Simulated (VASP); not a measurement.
An input for Quantum ESPRESSO's pw.x (written as the equivalent of a VASP run, and not itself run):

```
&CONTROL
  calculation = 'scf'
  pseudo_dir = './pseudo'
  outdir = './out'
  tprnfor = .true.
  tstress = .true.
/
&SYSTEM
  ibrav = 0
  nat = 2
  ntyp = 2
  ecutwfc = 82
  occupations = 'tetrahedra'
  input_dft = 'pbesol'
/
&ELECTRONS
  conv_thr = 7.3e-09
  electron_maxstep = 100
/
ATOMIC_SPECIES
  Nb 92.906 Nb.upf
  Si 28.085 Si.upf
CELL_PARAMETERS angstrom
     0.0000000    2.8502647    2.8502647
     2.8502647   -0.0000000    2.8502647
     2.8502647    2.8502647    0.0000000
ATOMIC_POSITIONS crystal
  Nb   0.0000000  0.0000000  1.0000000
  Si   0.2500000  0.2500000  0.2500000
K_POINTS automatic
  12 12 12 0 0 0
```

Problem. Translate this input to VASP (INCAR, KPOINTS, POSCAR, choice of POTCAR).

Solution. Several could match; the one computed here: 
File KPOINTS:
```
Automatic mesh
0
Gamma
12 12 12
0 0 0
```

### POSCAR
```
NbSi
1
    0.0000000000     2.8502647347     2.8502647347
    2.8502647347    -0.0000000000     2.8502647347
    2.8502647347     2.8502647347     0.0000000000
Nb Si
1 1
Direct
  0.0000000000   0.0000000000   1.0000000000
  0.2500000000   0.2500000000   0.2500000000
```

**INCAR**
```
SYSTEM  =  NbSi
PREC  =  Accurate; ENCUT  =  400; LREAL  =  .False.
LASPH  =  .True.
EDIFF  =  1E-7; NELM  =  100; ALGO  =  Normal
LMAXMIX  =  4
ISMEAR  =  -5
GGA  =  PS
ISIF  =  2
LWAVE  =  .False.; LCHARG  =  .True.; LORBIT  =  11
NEDOS  =  601
```

POTCAR, in this order: Nb_sv Si (PBE.64 set). Program: vasp_std.

What does not carry over: the potentials are each code's own (VASP's PAW set, PseudoDojo norm-conserving files in pw.x), so ENCUT and ecutwfc are chosen apart and not converted; conv_thr bounds pw.x's estimated SCF error, while EDIFF bounds the energy change between steps.

The structure was generated: NbSi was put into the zinc blende type (F-43m), which need not be its known phase. It was relaxed first, which changed the volume by -28 %.
